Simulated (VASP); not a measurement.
Calculation: PBE GGA, VASP's PBE PAW potentials (set 64) (plane waves; VASP).

Input for VASP

### POSCAR
```
Pt3Ti
1
    3.9200000000     0.0000000000     0.0000000000
    0.0000000000     3.9200000000     0.0000000000
    0.0000000000     0.0000000000     3.9200000000
Ti Pt
1 3
Direct
  0.0000000000   0.0000000000   0.0000000000
  0.0000000000   0.5000000000   0.5000000000
  0.5000000000   0.0000000000   0.5000000000
  0.5000000000   0.5000000000   0.0000000000
```

INCAR:
```
SYSTEM = Pt3Ti
PREC = Accurate
ENCUT = 300
EDIFF = 1E-6
NELM = 100
ALGO = Normal
LREAL = .FALSE.
LASPH = .TRUE.
ISMEAR = -1
SIGMA = 0.1
GGA = PE
LMAXMIX = 6
LWAVE = .FALSE.
LCHARG = .FALSE.
ISIF = 2
```

File KPOINTS:
```
Automatic mesh
0
Gamma
6 6 6
0 0 0
```

POTCAR, in this order: Ti_sv Pt (PBE.64 set). Program: vasp_std.

At this cut-off the stress carries a Pulay error, which pulls relaxed volumes low. Unless said otherwise, spin-orbit coupling is left out, though it shifts the bands of the heavy elements here.

Problem. What does the run give for the energy per atom (σ→0), pressure, band gap (on the k-mesh)?

Solution. 
| Quantity | Result |
|---|---|
| energy per atom (σ→0) | -7.381 eV/atom |
| band gap (on the k-mesh) | none (metal, semimetal or under 0.01 eV) |
| pressure | 4.40 GPa |

**OSZICAR**
```
...
DAV:   9    -0.296179250320E+02    0.75820E-01   -0.18630E+00  1415   0.733E+00    0.249E+00
DAV:  10    -0.295564930297E+02    0.61432E-01   -0.40154E-01  1432   0.428E+00    0.210E-01
DAV:  11    -0.295590190029E+02   -0.25260E-02   -0.15264E-02  1408   0.894E-01    0.478E-01
DAV:  12    -0.295567720920E+02    0.22469E-02   -0.10855E-02  1482   0.636E-01    0.229E-02
DAV:  13    -0.295567858315E+02   -0.13740E-04   -0.13896E-04  1184   0.783E-02    0.182E-02
DAV:  14    -0.295567833792E+02    0.24523E-05   -0.38156E-05  1530   0.400E-02    0.986E-03
DAV:  15    -0.295567831284E+02    0.25078E-06   -0.20320E-06   886   0.122E-02
   1 F= -.29556783E+02 E0= -.29525285E+02  d E =-.629964E-01
```

The structure is a typed Pt3Ti crystal (Pm-3m). The cell was not relaxed at this level.
